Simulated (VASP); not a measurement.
Data:

```
Er
1.0
    0.00000     2.48009     2.48009
    2.48009     0.00000     2.48009
    2.48009     2.48009     0.00000
Er
1
Direct
  0.00000   0.00000   0.00000
```

These are r2SCAN meta-GGA, VASP's PBE PAW potentials (set 64) (plane waves; VASP) values and carry that method's errors. Run with 400 eV cut-off, 14×14×14 Γ-centred mesh, tetrahedra with Blöchl corrections, potentials Er_3.

The 4f electrons are frozen in the core of the lanthanide potential, so 4f levels, which can set the real gap, and their magnetism are missing.

Question: Tabulate the total density of states (states/eV per cell) against energy (eV; zero at the valence-band maximum or, without a gap, the Fermi level).

Answer: 
```
E (eV) | DOS (states/eV)
    -9.91 |  0.00
    -9.34 |  0.00
    -8.76 |  0.00
    -8.30 |  0.00
    -7.73 |  0.00
    -7.15 |  0.00
    -6.58 |  0.00
    -6.00 |  0.00
    -5.43 | # 0.06
    -4.85 | ## 0.12
    -4.39 | ### 0.16
    -3.82 | #### 0.21
    -3.24 | ###### 0.29
    -2.67 | ######## 0.43
    -2.09 | ############### 0.77
    -1.63 | ################ 0.83
    -1.05 | ############## 0.74
    -0.48 | ########################### 1.39
     0.10 | ############################ 1.43
     0.67 | ########################### 1.37
     1.25 | ########################### 1.40
     1.82 | ################ 0.84
     2.28 | ############## 0.74
     2.86 | #################### 1.04
     3.43 | ############################## 1.55
```
Within 2 eV below the Fermi level the largest weight inside VASP's projection spheres is Er d, then Er p.

The structure was generated: Er was put into the fcc type (Fm-3m), which need not be its known phase. It was relaxed first.
